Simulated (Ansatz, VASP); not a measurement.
## Two plane-wave programs on GeAuBr3

INCAR

```
ALGO = Normal ; EDIFF = 1E-7
ENCUT = 520 ; GGA = PE
ISIF = 2 ; ISMEAR = 0
LASPH = T ; LCHARG = T
LELF = T ; LREAL = F
LVHAR = T ; LWAVE = F
NBANDS = 31 ; NELM = 100
PREC = Accurate ; SIGMA = 0.05
```

KPOINTS

```
k-points
0
Gamma
  4 4 4
```

Contents of POSCAR:

```
GeAuBr3
1.0
    5.3800000000      0.0000000000      0.0000000000
    0.0000000000      5.3800000000      0.0000000000
    0.0000000000      0.0000000000      5.3800000000
Au Ge Br
1 1 3
Direct
    0.0000000000      0.0000000000      0.0000000000
    0.5000000000      0.5000000000      0.5000000000
    0.5000000000      0.5000000000      0.0000000000
    0.5000000000      0.0000000000      0.5000000000
    0.0000000000      0.5000000000      0.5000000000
```

Input for Ansatz:

```yaml
crystal:
  lattice:
    - [5.38, 0.0, 0.0]
    - [0.0, 5.38, 0.0]
    - [0.0, 0.0, 5.38]
  atoms:
    - { symbol: Au, position: [0.0, 0.0, 0.0] }
    - { symbol: Ge, position: [0.5, 0.5, 0.5] }
    - { symbol: Br, position: [0.5, 0.5, 0.0] }
    - { symbol: Br, position: [0.5, 0.0, 0.5] }
    - { symbol: Br, position: [0.0, 0.5, 0.5] }
basis:
  ecutwfc: 420
kpoints:
  mp_grid: { grid: [4, 4, 4] }
hamiltonian:
  xc: pbe
scf:
  occupations: { method: gaussian, width: 0.05 }
output:
  forces: true
  stress: true
  eigenvalues: true
```

The cell comes from a database or a generator and needn't be the stable form of this composition.

Alike in both runs: task single point; functional PBE; k mesh 4 × 4 × 4; occupations gaussian, width 0.05 eV; no spin polarisation.

|  | VASP | Ansatz |
| --- | --- | --- |
| version | VASP 6.6.1 | Ansatz 0.2.0 |
| potentials or method | VASP PAW PBE potentials, release 64 (Au, Ge_d, Br) | scalar-relativistic, plane waves, PAW |
| plane-wave cutoff (eV) | 520 | 420 |
| valence electrons in the cell | 46 | 54 |

|  | VASP | Ansatz | Ansatz less VASP |
| --- | --- | --- | --- |
| gap on the k mesh at the Fermi level (eV) | none | none | - |
| pressure (GPa) | -0.8 | -0.8 | 0.00 |

A gap of «none» marks a metal or a gap that the smearing closes. The two sets of potentials don't hold the same shells in valence.

Spin-orbit coupling is left out, which matters for the levels of Au.
